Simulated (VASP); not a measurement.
Method: PBE GGA, VASP's PBE PAW potentials (set 64) (plane waves; VASP 6.6.1).

VASP input:

File POSCAR:
```
Al31As32
1
   11.4648462108     0.0000000000     0.0000000000
    0.0000000000    11.4648462108    -0.0000000000
   -0.0000000000    -0.0000000000    11.4648462108
Al As
31 32
Direct
  0.5000000000   0.0000000000   0.0000000000
  0.7500000000   0.2500000000   0.0000000000
  0.7500000000   0.0000000000   0.2500000000
  0.0000000000   0.0000000000   0.0000000000
  0.2500000000   0.2500000000   0.0000000000
  0.5000000000   0.5000000000   0.0000000000
  0.7500000000   0.7500000000   0.0000000000
  0.2500000000   0.0000000000   0.2500000000
  0.5000000000   0.2500000000   0.2500000000
  0.7500000000   0.5000000000   0.2500000000
  0.5000000000   0.0000000000   0.5000000000
  0.7500000000   0.2500000000   0.5000000000
  0.7500000000   0.0000000000   0.7500000000
  0.0000000000   0.5000000000   0.0000000000
  0.2500000000   0.7500000000   0.0000000000
  0.0000000000   0.2500000000   0.2500000000
  0.2500000000   0.5000000000   0.2500000000
  0.5000000000   0.7500000000   0.2500000000
  0.0000000000   0.0000000000   0.5000000000
  0.2500000000   0.2500000000   0.5000000000
  0.7500000000   0.7500000000   0.5000000000
  0.2500000000   0.0000000000   0.7500000000
  0.5000000000   0.2500000000   0.7500000000
  0.7500000000   0.5000000000   0.7500000000
  0.0000000000   0.7500000000   0.2500000000
  0.0000000000   0.5000000000   0.5000000000
  0.2500000000   0.7500000000   0.5000000000
  0.0000000000   0.2500000000   0.7500000000
  0.2500000000   0.5000000000   0.7500000000
  0.5000000000   0.7500000000   0.7500000000
  0.0000000000   0.7500000000   0.7500000000
  0.6250000000   0.1250000000   0.1250000000
  0.8750000000   0.3750000000   0.1250000000
  0.8750000000   0.1250000000   0.3750000000
  0.1250000000   0.1250000000   0.1250000000
  0.3750000000   0.3750000000   0.1250000000
  0.6250000000   0.6250000000   0.1250000000
  0.8750000000   0.8750000000   0.1250000000
  0.3750000000   0.1250000000   0.3750000000
  0.6254120000   0.3791280000   0.3785100000
  0.8750000000   0.6250000000   0.3750000000
  0.6250000000   0.1250000000   0.6250000000
  0.8750000000   0.3750000000   0.6250000000
  0.8750000000   0.1250000000   0.8750000000
  0.1250000000   0.6250000000   0.1250000000
  0.3750000000   0.8750000000   0.1250000000
  0.1250000000   0.3750000000   0.3750000000
  0.3759340000   0.6266860000   0.3753560000
  0.6250000000   0.8750000000   0.3750000000
  0.1250000000   0.1250000000   0.6250000000
  0.3760720000   0.3791380000   0.6264630000
  0.6245310000   0.6225660000   0.6284070000
  0.8750000000   0.8750000000   0.6250000000
  0.3750000000   0.1250000000   0.8750000000
  0.6250000000   0.3750000000   0.8750000000
  0.8750000000   0.6250000000   0.8750000000
  0.1250000000   0.8750000000   0.3750000000
  0.1250000000   0.6250000000   0.6250000000
  0.3750000000   0.8750000000   0.6250000000
  0.1250000000   0.3750000000   0.8750000000
  0.3750000000   0.6250000000   0.8750000000
  0.6250000000   0.8750000000   0.8750000000
  0.1250000000   0.8750000000   0.8750000000
```

File KPOINTS:
```
Regular mesh
0
Gamma
1 1 1
```

**INCAR**
```
# general
SYSTEM  = Al31As32
PREC    = Normal
ENCUT   = 400
LREAL   = Auto
LASPH   = .True.
ISYM    = 0
NELECT  = 252.0

# electronic loop
EDIFF   = 1E-5
NELM    = 100
NELMIN  = 4
ALGO    = Fast
LMAXMIX = 4

# smearing
ISMEAR  = 0
SIGMA   = 0.05

# functional
GGA     = PE

# ions
IBRION  = 2
NSW     = 60
ISIF    = 2
EDIFFG  = -0.03

# output
LWAVE   = .True.
LCHARG  = .False.
```

POTCAR, in this order: Al As (PBE.64 set). Program: vasp_gam.

### Question
What will the output report for the number of irreducible k-points (NKPTS), largest plane-wave count, FFT grid (NGX, NGY, NGZ)?

### Answer

| Property | Result |
|---|---|
| number of irreducible k-points (NKPTS) | 1 |
| largest plane-wave count | 13685 |
| FFT grid (NGX, NGY, NGZ) | 56 × 56 × 56 |

The cell is a supercell with a defect, built from AlAs (zinc blende): vac_Al, charge +1. The run is not spin-polarised, so no state with unpaired spins was tried.
